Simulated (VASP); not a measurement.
# FeSiS (P4/nmm) in VASP: notebook

One crystal, FeSiS, is run at these levels: PBEsol+U; tasks: single point.

Program: VASP 6.6.1. These are calculated values, not measurements. Logs are shortened: lines on timing, memory, paths and dates and some standing lists are left out, and cuts for length are marked.

### Step 1. Starting point

It takes space group P4/nmm (No. 129, tetragonal). Conventional cell: a = 3.417 Å, b = 3.417 Å, c = 7.572 Å, α = 90.00°, β = 90.00°, γ = 90.00°. Si (site symmetry -4m2) has 4 Si at 2.42 Å and 4 Fe at 2.71 Å as nearest neighbours. Around Fe (site symmetry 4mm) lie 5 S at 2.53 to 2.61 Å and 4 Si at 2.71 Å. S (site symmetry 4mm) is surrounded by 5 Fe at 2.53 to 2.61 Å.

The cell was built by a generator and needn't be a form met in nature.

### Step 2. Single point, PBEsol+U, collinear spin, typed start

INCAR reads:

```
SYSTEM = FeSiS
ALGO = Fast ; EDIFF = 1E-6
ENCUT = 520 ; GGA = PS
ISIF = 2 ; ISMEAR = 1
ISPIN = 2 ; LASPH = .True.
LCHARG = .False. ; LDAU = .True.
LDAUJ = 0 0 0 ; LDAUL = -1 2 -1
LDAUPRINT = 1 ; LDAUTYPE = 2
LDAUU = 0 1.91 0 ; LMAXMIX = 4
LORBIT = 11 ; LREAL = .False.
LWAVE = .False. ; MAGMOM = 0 0 4 4 0 0
NBANDS = 31 ; NELM = 150
PREC = Accurate ; SIGMA = 0.0709
```

KPOINTS reads:

```
k-points
0
Gamma
  7 7 3
  0 0 0
```

POSCAR reads:

```
FeSiS
1.0
    3.4168562000      0.0000000000      0.0000000000
    0.0000000000      3.4168562000      0.0000000000
    0.0000000000      0.0000000000      7.5719817000
Si Fe S
2 2 2
Direct
    0.0000000000      0.0000000000      0.0000000000
    0.5000000000      0.5000000000      0.0000000000
    0.0000000000      0.5000000000      0.2770000000
    0.5000000000      0.0000000000      0.7230000000
    0.0000000000      0.5000000000      0.6220000000
    0.5000000000      0.0000000000      0.3780000000
```

Potentials or basis: VASP PAW PBE potentials, release 64 (Si, Fe, S).

Launch:

```console
> cat potpaw_PBE.64/Si/POTCAR potpaw_PBE.64/Fe/POTCAR potpaw_PBE.64/S/POTCAR > POTCAR
> mpirun -np 1 vasp_std > vasp.out
```

OUTCAR:

```text
SYSTEM = FeSiS
   EDIFF = 1E-6
   ENCUT = 520
   GGA = PS
   ISIF = 2
   ISMEAR = 1
   ISPIN = 2
   LASPH = .True.
   LORBIT = 11
   LREAL = .False.
   NELM = 150
   PREC = Accurate

 ion  position               nearest neighbor table
   1  0.000  0.000  0.000-   2 2.42   2 2.42   2 2.42   2 2.42   3 2.71   4 2.71   4 2.71   3 2.71

   2  0.500  0.500  0.000-   1 2.42   1 2.42   1 2.42   1 2.42   4 2.71   4 2.71   3 2.71   3 2.71

   3  0.000  0.500  0.277-   6 2.53   6 2.53   6 2.53   6 2.53   5 2.61   1 2.71   2 2.71   2 2.71
                             1 2.71
   4  0.500  0.000  0.723-   5 2.53   5 2.53   5 2.53   5 2.53   6 2.61   1 2.71   1 2.71   2 2.71
                             2 2.71
   5  0.000  0.500  0.622-   4 2.53   4 2.53   4 2.53   4 2.53   3 2.61
   6  0.500  0.000  0.378-   3 2.53   3 2.53   3 2.53   3 2.53   4 2.61

  LATTYP: Found a simple tetragonal cell.
 ALAT       =     3.4168562000
 C/A-ratio  =     2.2160668336

  Lattice vectors:

 A1 = (   3.4168562000,   0.0000000000,   0.0000000000)
 A2 = (   0.0000000000,   3.4168562000,   0.0000000000)
 A3 = (   0.0000000000,   0.0000000000,   7.5719817000)

Analysis of symmetry for initial positions (statically):
=====================================================================
 Subroutine PRICEL returns:
 Original cell was already a primitive cell.

 Routine SETGRP: Setting up the symmetry group for a
 simple tetragonal supercell.

 Subroutine GETGRP returns: Found 16 space group operations
 (whereof  8 operations were pure point group operations)
 out of a pool of 16 trial point group operations.

The static configuration has the point symmetry D_2d.
 The point group associated with its full space group is D_4h.

Analysis of symmetry for dynamics (positions and initial velocities):
=====================================================================
 Subroutine PRICEL returns:
 Original cell was already a primitive cell.

 Routine SETGRP: Setting up the symmetry group for a
 simple tetragonal supercell.

 Subroutine GETGRP returns: Found 16 space group operations
 (whereof  8 operations were pure point group operations)
 out of a pool of 16 trial point group operations.

The dynamic configuration has the point symmetry D_2d.
 The point group associated with its full space group is D_4h.

Analysis of structural, dynamic, and magnetic symmetry:
=====================================================================
 Subroutine PRICEL returns:
 Original cell was already a primitive cell.

 Routine SETGRP: Setting up the symmetry group for a
 simple tetragonal supercell.
[... 218 lines left out ...]

 number of electron      36.0000001 magnetization       7.0843211

 Free energy of the ion-electron system (eV)
  ---------------------------------------------------
  ext. energy  EPLUGINS =         0.00000000
  ---------------------------------------------------
  free energy    TOTEN  =       -34.96631820 eV

  energy without entropy =      -34.96600325  energy(sigma->0) =      -34.96621322

 E-fermi :   7.7223     XC(G=0): -11.4544

 val. band max:        7.7144621747   @ k =   0.0000   0.0000   0.0000
 cond. band min:       7.7223048764   @ k =   0.1429   0.1429   0.0000
 fundamental gap:      0.0078427017
 Fermi energy:         7.7222703699

 spin component 1

 k-point     1 :       0.0000    0.0000    0.0000
  band No.  band energies     occupation
      1      -7.4519      1.00000
      2      -5.3776      1.00000
      3      -4.9575      1.00000
      4       1.5028      1.00000
      5       1.7489      1.00000
      6       2.4545      1.00000
[... 649 lines left out ...]
     29      14.6490      0.00000
     30      15.2690      0.00000
 Fermi energy:         7.7222703699

 spin component 2

 k-point     1 :       0.0000    0.0000    0.0000
  band No.  band energies     occupation
      1      -7.2313      1.00000
      2      -5.0801      1.00000
      3      -4.8271      1.00000
      4       2.0131      1.00000
      5       2.8815      1.00000
      6       4.4971      1.00000
[... 649 lines left out ...]
     29      14.9955      0.00000
     30      15.6758      0.00000
 [bands above 30 left out]

------------------------ aborting loop because EDIFF is reached ----------------------------------------

  FORCE on cell =-STRESS in cart. coord.  units (eV):
  Direction    XX          YY          ZZ          XY          YZ          ZX
  --------------------------------------------------------------------------------------
  -------------------------------------------------------------------------------------
  Total       -0.2470788     -0.2470788     -5.5547005      0.0000000      0.0000000      0.0000000
  in kB       -4.4779905     -4.4779905   -100.6719019      0.0000000      0.0000000      0.0000000
  external PRESSURE =     -36.5426276 kB  Pullay stress =       0.0000000 kB

 VOLUME and BASIS-vectors are now :
 -----------------------------------------------------------------------------
  energy-cutoff  :      520.00
  volume of cell :       88.40
      direct lattice vectors                 reciprocal lattice vectors
     3.416856200  0.000000000  0.000000000     0.292666692  0.000000000  0.000000000
     0.000000000  3.416856200  0.000000000     0.000000000  0.292666692  0.000000000
     0.000000000  0.000000000  7.571981700     0.000000000  0.000000000  0.132065824

 POSITION                                       TOTAL-FORCE (eV/Angst)
 -----------------------------------------------------------------------------------
      0.00000      0.00000      0.00000        -0.000000      0.000000      0.000000
      1.70843      1.70843      0.00000         0.000000     -0.000000      0.000000
      0.00000      1.70843      2.09744         0.000000      0.000000     -0.175464
      1.70843      0.00000      5.47454        -0.000000      0.000000      0.175464
      0.00000      1.70843      4.70977        -0.000000      0.000000      0.401607
      1.70843      0.00000      2.86221         0.000000     -0.000000     -0.401607
 -----------------------------------------------------------------------------------
    total drift:                                0.000000      0.000000      0.000000

  FREE ENERGIE OF THE ION-ELECTRON SYSTEM (eV)
  ---------------------------------------------------
  free  energy   TOTEN  =       -34.9663181967 eV

  energy  without entropy=      -34.9660032544  energy(sigma->0) =      -34.96621322

 total charge

# of ion       s       p       d       tot
------------------------------------------
    1        0.785   0.853   0.000   1.639
    2        0.785   0.853   0.000   1.639
    3        0.330   0.383   6.112   6.825
    4        0.330   0.383   6.112   6.825
    5        1.357   2.275   0.000   3.633
    6        1.357   2.275   0.000   3.633
--------------------------------------------------
tot          4.945   7.023  12.224  24.193

 magnetization (x)

# of ion       s       p       d       tot
------------------------------------------
    1        0.033  -0.003   0.000   0.031
    2        0.033  -0.003   0.000   0.031
    3        0.031   0.029   3.230   3.290
    4        0.031   0.029   3.230   3.290
    5        0.029   0.112   0.000   0.141
    6        0.029   0.112   0.000   0.141
--------------------------------------------------
tot          0.187   0.276   6.460   6.924
```

stdout:

```text
POSCAR found type information on POSCAR SiFeS
 POSCAR found :  3 types and       6 ions
 scaLAPACK will be used
 -----------------------------------------------------------------------------
|                                                                             |
|                                                                             |
|     You enforced a specific xc type in the INCAR file but a different       |
|     I HOPE YOU KNOW WHAT YOU ARE DOING!                                     |
|                                                                             |
 -----------------------------------------------------------------------------

 LDA part: xc-table for (Slater+PW92), standard interpolation
 POSCAR, INCAR and KPOINTS ok, starting setup
 FFT: planning ... GRIDC
 FFT: planning ... GRID_SOFT
 FFT: planning ... GRID
 WAVECAR not read
 entering main loop
```

Run time: 2 min. Hardware: 1 thread of Intel Xeon Platinum 8488C (Sapphire Rapids), shared host; peak memory 0.28 GiB.

Results:

```
Free energy                                           : -34.9663 eV
Pressure                                              : -3.7 GPa
Largest force                                         : 0.402 eV/Å
Band gap on the k mesh                                : none (metal or under the smearing width)
Net moment                                            : 7.08 μB per cell
Site moments                                          : Si +0.03; Fe +3.29; S +0.14 μB
Valence electrons inside the program's atomic spheres : Si 1.64; Fe 6.83; S 3.63
```

Forces in eV/Å, atoms in the order of the input:
```
Si   0.000  0.000  0.000
Si   0.000  0.000  0.000
Fe   0.000  0.000 -0.175
Fe   0.000  0.000  0.175
S    0.000  0.000  0.402
S    0.000  0.000 -0.402
```

Levels at points of the mesh, in eV from the Fermi level:
Spin up:
| k point | band 20 | band 21 | band 22 | band 23 | band 24 | band 25 |
| --- | --- | --- | --- | --- | --- | --- |
| (0.00, 0.00, 0.00) | -0.92 | -0.82 | -0.82 | 0.49 | 1.51 | 2.84 |
Spin down:
| k point | band 12 | band 13 | band 14 | band 15 | band 16 | band 17 |
| --- | --- | --- | --- | --- | --- | --- |
| (0.00, 0.00, 0.00) | -1.23 | -1.23 | -0.91 | -0.29 | -0.29 | -0.01 |

Eigenvalues of the final occupation matrices:
```csv
site,spin,trace,eigenvalues
site 3 d,1,4.68,0.92 0.92 0.94 0.94 0.96
site 3 d,2,1.45,0.17 0.20 0.22 0.43 0.43
site 4 d,1,4.68,0.92 0.92 0.94 0.94 0.96
site 4 d,2,1.45,0.17 0.20 0.22 0.43 0.43
```

Caveat: the PAW data sets were made with another functional, which shifts forces and pressure a little. The state reached can hang on the start; a lower one may exist.

### Step 3. Single point, PBEsol+U, collinear spin, typed start

INCAR reads:

```
SYSTEM = FeSiS
PREC = Accurate ; ENCUT = 520
EDIFF = 1E-6 ; ISMEAR = 1
SIGMA = 0.0709 ; LREAL = .FALSE.
LASPH = .TRUE. ; NELM = 150
ALGO = Fast ; ISIF = 2
LWAVE = .FALSE. ; LCHARG = .FALSE.
ISPIN = 2 ; MAGMOM = 0 0 4 -4 0 0
LORBIT = 11 ; LMAXMIX = 4
LDAU = .TRUE. ; LDAUTYPE = 2
LDAUL = -1 2 -1 ; LDAUU = 0 1.91 0
LDAUJ = 0 0 0 ; LDAUPRINT = 1
GGA = PS ; NBANDS = 31
```

KPOINTS reads:

```
Automatic mesh
0
G
  7 7 3
  0 0 0
```

POSCAR is that of step 2.

Potentials or basis: VASP PAW PBE potentials, release 64 (Si, Fe, S).

Launch:

```console
> cat potpaw_PBE.64/Si/POTCAR potpaw_PBE.64/Fe/POTCAR potpaw_PBE.64/S/POTCAR > POTCAR
> mpirun -np 1 vasp_std > vasp.out
```

It took 1.9 min on 1 thread of Intel Xeon Platinum 8488C (Sapphire Rapids), shared host; peak memory 0.27 GiB.

Results (log left out):

- Free energy: -34.7457 eV
- Pressure: -3.6 GPa
- Largest force: 0.158 eV/Å
- Band gap on the k mesh: none (metal or under the smearing width)
- Net moment: 0.00 μB per cell
- Site moments: Si +0.00; Fe +3.23, -3.23; S -0.10, +0.10 μB
- Valence electrons inside the program's atomic spheres: Si 1.64; Fe 6.83; S 3.62

Forces in eV/Å, atoms in the order of the input:
```
Si   0.000  0.000  0.000
Si   0.000  0.000  0.000
Fe   0.000  0.000  0.158
Fe   0.000  0.000 -0.158
S    0.000  0.000  0.053
S    0.000  0.000 -0.053
```

Stress tensor (GPa, compression positive):
```
-2.47  0.00  0.00
 0.00 -2.47  0.00
 0.00  0.00 -5.85
```

Levels at points of the mesh, in eV from the Fermi level:
Spin up:
```
           k point  band 14  band 15  band 16  band 17  band 18  band 19  band 20  band 21  band 22  band 23
(0.00, 0.00, 0.00)    -1.79    -1.49    -0.74    -0.74    -0.59     0.33     0.95     1.03     1.03     1.26
```
Spin down:
```tsv
k point	band 14	band 15	band 16	band 17	band 18	band 19	band 20	band 21	band 22	band 23
(0.00, 0.00, 0.00)	-1.79	-1.49	-0.74	-0.74	-0.59	0.33	0.95	1.03	1.03	1.26
```

Eigenvalues of the final occupation matrices:
```csv
site,spin,trace,eigenvalues
site 3 d,1,4.67,0.92 0.92 0.94 0.94 0.94
site 3 d,2,1.48,0.21 0.23 0.24 0.40 0.40
site 4 d,1,1.48,0.21 0.23 0.24 0.40 0.40
site 4 d,2,4.67,0.92 0.92 0.94 0.94 0.94
```

Caveat: the PAW data sets were made with another functional, which shifts forces and pressure a little.
